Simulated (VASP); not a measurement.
Level of theory: PBEsol GGA, VASP's PBE PAW potentials (set 64) (plane waves; VASP 6.6.1).

VASP ran on this input.

File KPOINTS:
```
kpoints
0
gamma
  15 15 9
```

POSCAR:
```
Ru
1.0
  1.3593183814  -2.3544086544   0.0000000000
  1.3593183814   2.3544086544   0.0000000000
  0.0000000000   0.0000000000   4.2874276984
Ru
2
Cartesian
  1.3593183814   0.7848044544   1.0718569246
  1.3593183814  -0.7848044544   3.2155707738
```

### INCAR
```
ISIF=4   # ions and shape, fixed volume
GGA=PS   # PBEsol
EDIFFG=-0.01   # ionic stop
NELM=100
IBRION=2   # conjugate gradients
LMAXMIX=4
SYSTEM=Ru
LWAVE=.FALSE.
ISMEAR=1
EDIFF=1E-7   # SCF stop (eV)
LCHARG=.FALSE.
ALGO=Normal   # blocked Davidson
SIGMA=0.1   # width (eV)
LASPH=.TRUE.   # aspherical one-centre terms
NSW=30
PREC=Accurate
ENCUT=520   # plane-wave cut-off (eV)
LREAL=.FALSE.   # projection in real space or not
```

POTCAR, in this order: Ru_pv (PBE.64 set). Program: vasp_std.

**Question.** What does the run give for the energy per atom (σ→0), band gap (on the k-mesh)?

**Answer.** 
The energy per atom (σ→0) comes out as -10.161 eV/atom. The band gap (on the k-mesh) is none (metal, semimetal or under 0.01 eV).

OSZICAR:
```
...
       N       E                     dE             d eps       ncg     rms          rms(c)
DAV:   1    -0.203222411005E+02   -0.71054E-03   -0.24281E-02  4910   0.136E+00    0.153E-01
DAV:   2    -0.203217034728E+02    0.53763E-03   -0.76490E-04  4896   0.264E-01    0.626E-02
DAV:   3    -0.203215974309E+02    0.10604E-03   -0.36317E-04  5852   0.133E-01    0.138E-02
DAV:   4    -0.203215977435E+02   -0.31255E-06   -0.10993E-05  5904   0.383E-02    0.896E-03
DAV:   5    -0.203215977688E+02   -0.25345E-07   -0.10084E-06  5946   0.744E-03    0.392E-03
DAV:   6    -0.203215976696E+02    0.99270E-07   -0.20863E-07  2890   0.546E-03
   3 F= -.20321598E+02 E0= -.20321180E+02  d E =-.144856E-03
```

The compound is Ru in the hcp structure. This cell is one point of a volume scan, at 1.03 of the reference volume. Symmetry was kept, so distortions that lower it aren't found.
